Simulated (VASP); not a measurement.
## SnTe: relaxation of cell and atoms with PBEsol

The system is SnTe.

```
CELL_PARAMETERS angstrom
0.00000 3.15085 3.15085
3.15085 0.00000 3.15085
3.15085 3.15085 0.00000
ATOMIC_POSITIONS crystal
Sn 0.00000 0.00000 0.00000
Te 0.50000 0.50000 0.50000
```

| Property | Result |
| --- | --- |
| Program | VASP 6.6.1 |
| Task | relaxation of cell and atoms |
| Functional | PBEsol |
| Potentials or basis | VASP PAW PBE potentials, release 64 (Sn_d, Te) |
| Cutoff | 600 eV |
| k mesh | 10 × 10 × 10 |
| Occupations | gaussian, width 0.03 eV |
| Spin | no spin polarisation |
| Further INCAR settings | ALGO = Normal; EDIFF = 1e-06; IBRION = 2; EDIFFG = -0.01; NSW = 90; ISIF = 3 |

```json
{
  "Relaxed volume": "31.10 Å³/atom",
  "Relaxed cell": "a = 4.447 Å, b = 4.447 Å, c = 4.447 Å, α = 60.00°, β = 60.00°, γ = 60.00°",
  "Space group after relaxing (to 0.05 Å)": "Fm-3m (No. 225)",
  "Energy gained by relaxing": "0.2 meV/atom",
  "Ionic steps": "3",
  "Pressure after relaxing": "0.0 GPa",
  "Band gap on the k mesh": "0.16 eV, direct"
}
```

The path:
| step | energy change (eV) | largest force (eV/Å) | pressure (GPa) | volume (Å³) |
| --- | --- | --- | --- | --- |
| 1 | 0.0000 | 0.0000 | -0.30 | 62.56 |
| 2 | -0.0003 | 0.0000 | 0.13 | 62.03 |
| 3 | -0.0003 | 0.0000 | -0.01 | 62.20 |

Final structure:
```yaml
crystal:
  lattice:
    - [0.00000, 3.14484, 3.14484]
    - [3.14484, 0.00000, 3.14484]
    - [3.14484, 3.14484, 0.00000]
  atoms:
    - { symbol: Sn, position: [0.00000, 0.00000, 0.00000] }
    - { symbol: Te, position: [0.50000, 0.50000, 0.50000] }
```

Levels at points of the mesh, in eV from the valence-band top:
```csv
k point,band 8,band 9,band 10,band 11,band 12,band 13
"(0.00, 0.00, 0.00)",-2.09,-2.09,-2.09,3.40,3.40,3.40
"(0.50, 0.00, 0.00)",-1.75,-1.75,0.00,0.16,0.39,0.39
"(0.50, 0.50, 0.00)",-5.59,-3.72,-3.72,2.13,5.00,5.00
```

Run time: 31 s on 1 thread of Intel(R) Xeon(R) 6975P-C (Granite Rapids) (shared host), peak memory 0.24 GiB.

Caveat: the PAW data sets were made with another functional, which shifts forces and pressure a little; spin-orbit coupling is left out, which moves the levels of the heavy elements. A k mesh can miss the band edges.
